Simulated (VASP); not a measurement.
Input for VASP

INCAR:
```
! general
SYSTEM   =  Ag
PREC     =  Accurate
ENCUT    =  500
LREAL    =  .FALSE.
LASPH    =  .TRUE.

! electronic loop
EDIFF    =  1E-6
NELM     =  100
ALGO     =  Normal
LMAXMIX  =  4

! smearing
ISMEAR   =  1
SIGMA    =  0.1

! functional
GGA      =  PE

! ions
IBRION   =  2
NSW      =  40
ISIF     =  3
EDIFFG   =  -0.02

! output
LWAVE    =  .FALSE.
LCHARG   =  .FALSE.
```

POSCAR:
```
Ag
1
    0.0000000000     2.0705759246     2.0705759246
    2.0705759246     0.0000000000     2.0705759246
    2.0705759246     2.0705759246     0.0000000000
Ag
1
Direct
  0.0000000000   0.0000000000   0.0000000000
```

File KPOINTS:
```
K-points
0
G
 15 15 15
0 0 0
```

POTCAR, in this order: Ag (PBE.64 set). Program: vasp_std.

### Question
Write an equivalent input for Ansatz.

### Answer
One equivalent input (not run):
Ansatz 0.2 input:
```yaml
crystal:
  lattice:
    - [0.0000000, 2.0705759, 2.0705759]
    - [2.0705759, 0.0000000, 2.0705759]
    - [2.0705759, 2.0705759, 0.0000000]
  atoms:
    - { symbol: Ag, position: [0.0000000, 0.0000000, 0.0000000] }
kpoints:
  mp_grid: { grid: [15, 15, 15] }
hamiltonian:
  xc: pbe
  pseudopotentials: { kind: paw }
scf:
  occupations: { method: methfessel_paxton, width: 0.1 }
  max_iter: 100
relax:
  max_steps: 40
  f_tol: 0.02
  cell: {}
output: { forces: true, stress: true, eigenvalues: true }
```
Limits of the translation: each code has its own PAW files, so the cut-off isn't converted (ENCUT is set for VASP's; basis.ecutwfc is left out, and Ansatz then takes the one that its files recommend); Ansatz stops its SCF on the density residual and VASP on the energy change (EDIFF).

The compound is Ag in the fcc structure. This run relaxes it. Symmetry was kept, so distortions that lower it aren't found.
